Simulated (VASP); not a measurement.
VASP input:

File KPOINTS:
```
Automatic mesh
0
Gamma
4 4 2
0 0 0
```

**POSCAR**
```
Be
1
    1.1679000000    -2.0228620000     0.0000000000
    1.1679000000     2.0228620000     0.0000000000
    0.0000000000     0.0000000000     3.6516000000
Be
2
Direct
  0.3333330000   0.6666670000   0.2500000000
  0.6666670000   0.3333330000   0.7500000000
```

**INCAR**
```
SYSTEM = Be
PREC = Accurate
ENCUT = 400
EDIFF = 1E-6
NELM = 100
ALGO = Normal
LREAL = .FALSE.
LASPH = .TRUE.
ISMEAR = 0
SIGMA = 0.001
GGA = PE
LWAVE = .FALSE.
LCHARG = .FALSE.
ISIF = 2
```

POTCAR, in this order: Be (PBE.64 set). Program: vasp_std.

Output of the run:

**standard output**
```
 POSCAR found type information on POSCAR Be
 POSCAR found :  1 types and       2 ions
 Reading from existing POTCAR
 Reading from existing POTCAR
 LDA part: xc-table for (Slater+PW92), standard interpolation
 POSCAR, INCAR and KPOINTS ok, starting setup
 WAVECAR not read
 entering main loop
       N       E                     dE             d eps       ncg     rms          rms(c)
DAV:   1    -0.241675132162E+01   -0.24168E+01   -0.15086E+03    96   0.430E+02
DAV:   2    -0.707023768519E+01   -0.46535E+01   -0.45519E+01   156   0.521E+01
DAV:   3    -0.710013685521E+01   -0.29899E-01   -0.29899E-01   108   0.417E+00
DAV:   4    -0.710016495950E+01   -0.28104E-04   -0.28104E-04   162   0.161E-01
DAV:   5    -0.710016496031E+01   -0.80180E-09   -0.80182E-09   102   0.514E-04    0.121E+00
DAV:   6    -0.706130255657E+01    0.38862E-01   -0.46827E-03   120   0.890E-01    0.738E-01
DAV:   7    -0.704451262030E+01    0.16790E-01   -0.57996E-03   108   0.943E-01    0.231E-02
DAV:   8    -0.704449311190E+01    0.19508E-04   -0.13857E-05   150   0.439E-02    0.835E-03
DAV:   9    -0.704449247111E+01    0.64079E-06   -0.26723E-06   114   0.213E-02
   1 F= -.70444925E+01 E0= -.70444925E+01  d E =0.000000E+00
```

File OUTCAR:
```
------------------------ aborting loop because EDIFF is reached ----------------------------------------
  FORCE on cell =-STRESS in cart. coord.  units (eV):
  Direction    XX          YY          ZZ          XY          YZ          ZX
  --------------------------------------------------------------------------------------
  Total       -1.0060478     -1.0060477     -0.4598023      0.0000000     -0.0000000     -0.0000000
  in kB      -93.4209117    -93.4208989    -42.6969265      0.0000000     -0.0000000     -0.0000000
  external PRESSURE =     -76.5129124 kB  Pullay stress =       0.0000000 kB
  volume of cell :       17.25
      direct lattice vectors                 reciprocal lattice vectors
     1.167900000 -2.022862000  0.000000000     0.428118846 -0.247174548  0.000000000
     1.167900000  2.022862000  0.000000000     0.428118846  0.247174548  0.000000000
     0.000000000  0.000000000  3.651600000     0.000000000  0.000000000  0.273852558
 POSITION                                       TOTAL-FORCE (eV/Angst)
 -----------------------------------------------------------------------------------
      1.16790      0.67429      0.91290         0.000000     -0.000000      0.000000
      1.16790     -0.67429      2.73870        -0.000000      0.000000      0.000000
 -----------------------------------------------------------------------------------
    total drift:                                0.000000     -0.000003      0.000005
  FREE ENERGIE OF THE ION-ELECTRON SYSTEM (eV)
  ---------------------------------------------------
  free  energy   TOTEN  =        -7.0444924711 eV

  energy  without entropy=       -7.0444924711  energy(sigma->0) =       -7.04449247
```
(Selected blocks of OUTCAR.)

Q: The run ends quietly. Is anything wrong with it?

A: The cause: a metal was run with a tiny SIGMA on a coarse mesh. The run ends without an error. Against the sound run, the energy per atom (σ→0) goes up by 0.222 eV/atom; the pressure rises by 1.42 GPa. To mend it, set ISMEAR = 1, set SIGMA = 0.1, correct KPOINTS.
### KPOINTS
```
Automatic mesh
0
Gamma
13 13 8
0 0 0
```
The mended run (PBE GGA, plane waves, VASP's PBE PAW potentials (set 64)) converges, and its OSZICAR ends with
```
   1 F= -.74877762E+01 E0= -.74876958E+01  d E =-.241140E-03
```

The compound is Be in the hcp structure. The cell was not relaxed at this level.
